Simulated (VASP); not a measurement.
```xyz
6
Lattice="5.3541 3.0912 1.5319 -5.3541 3.0912 1.5319 0.0000 -6.1823 1.5319" Properties=species:S:1:pos:R:3 pbc="T T T"
Se     0.7195     4.1659     2.4875
Se    -0.7195    -4.1659     2.1083
Se    -3.9675    -1.4598     2.4875
Se     3.9675     1.4598     2.1083
Se     3.2480    -2.7061     2.4875
Se    -3.2480     2.7061     2.1083
```

Calculation: PBEsol GGA, VASP's PBE PAW potentials (set 64) (plane waves; VASP). Run with 400 eV cut-off, 12×12×12 Γ-centred mesh, Gaussian smearing of 0.010 eV, potentials Se.

Question: Give the direction-averaged independent-particle dielectric function (no local fields, no excitons; a broadening of 0.1 eV leaves a tail below the gap, and fine structure carries the noise of the k-mesh).

Answer: 
| ħω (eV) | ε₁ | ε₂ |
|---|---|---|
| 0.00 | 22.61 | 0.00 |
| 0.30 | 23.08 | 0.33 |
| 0.60 | 24.68 | 0.81 |
| 1.00 | 30.48 | 3.22 |
| 1.30 | 34.74 | 11.82 |
| 1.60 | 33.79 | 28.74 |
| 2.00 | 13.37 | 32.69 |
| 2.30 | 4.25 | 29.82 |
| 2.60 | -3.57 | 26.41 |
| 3.00 | -6.07 | 17.49 |
| 3.30 | -6.68 | 13.14 |
| 3.60 | -6.02 | 10.14 |
| 4.00 | -4.70 | 7.52 |
| 4.30 | -4.01 | 6.26 |
| 4.60 | -3.57 | 4.89 |
| 5.00 | -2.05 | 3.61 |
| 5.30 | -1.04 | 3.45 |
| 5.60 | -0.52 | 3.29 |
| 6.00 | -0.11 | 3.49 |
| 6.30 | 0.28 | 3.14 |
| 6.60 | 0.86 | 3.44 |
| 7.00 | 1.11 | 3.89 |
| 7.30 | 1.13 | 4.23 |
| 7.60 | 0.56 | 4.63 |
| 8.00 | 0.54 | 4.47 |
| 8.30 | 0.17 | 4.80 |
| 8.60 | -0.37 | 4.61 |
| 9.00 | -0.75 | 4.40 |
| 9.30 | -0.88 | 4.04 |
| 9.60 | -1.15 | 3.93 |
| 10.00 | -1.40 | 3.54 |
| 10.30 | -1.52 | 3.19 |
| 10.60 | -1.55 | 2.91 |
| 11.00 | -1.64 | 2.51 |
| 11.30 | -1.62 | 2.29 |
| 11.60 | -1.65 | 2.02 |
| 12.00 | -1.40 | 1.59 |
| 12.30 | -1.24 | 1.44 |
| 12.60 | -1.09 | 1.44 |
| 13.00 | -1.08 | 1.29 |
ε₂ peaks at 1.8 eV (height 34.8); ε₁(0) averages 22.61, so the electronic refractive index below the gap tends to √22.61 = 4.76.

The structure comes from a computed database's Se entry (R-3); how it stands against other phases isn't given here. It was relaxed first, which changed the volume by -15 %.
